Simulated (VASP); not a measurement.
Runs of VASP 6.6.1 on GaAs. The structure is tetragonal, space group I-4m2 (No. 119). The conventional cell has a = 4.007 Å, b = 4.007 Å, c = 5.625 Å, α = 90.00°, β = 90.00°, γ = 90.00°. Ga (site symmetry -4m2) is surrounded by 4 As at 2.45 Å. As (site symmetry -4m2) is surrounded by 4 Ga at 2.45 Å. The cell was built by a generator and isn't the measured one.

```tsv
level	potentials or basis	k mesh	cutoff (eV)	further INCAR settings	gap on the mesh (eV)	pressure (GPa)
PBE	VASP PAW PBE potentials, release 64 (Ga_d, As)	12 × 12 × 12	600	ALGO = Fast; EDIFF = 1e-08	0.49	3.5
PBE	VASP PAW PBE potentials, release 64 (Ga_d, As)	8 × 8 × 8	600	ALGO = Fast; EDIFF = 1e-08	0.49	3.5
PBE	VASP PAW PBE potentials, release 64 (Ga_d, As)	12 × 12 × 12	400	ALGO = Fast; EDIFF = 1e-08	0.49	(a)
LDA	VASP PAW LDA potentials, release 64 (Ga_d, As)	12 × 12 × 12	600	ALGO = Fast; EDIFF = 1e-08	0.31	(b)
r2SCAN	VASP PAW PBE potentials, release 64 (Ga_d, As)	12 × 12 × 12	600	ALGO = Normal; EDIFF = 1e-08	0.97	0.6
```

Alike in all rows: task electric field gradients; no spin polarisation; cell as given; smearing gaussian 0.02 eV.

Estimate the missing entries.

(a) 3.3; (b) -1.6.

Caveats: the PAW data sets were made with another functional, which shifts forces and pressure a little (some runs).

A k mesh can miss the band edges, and the runs leave out spin-orbit coupling on As, Ga.
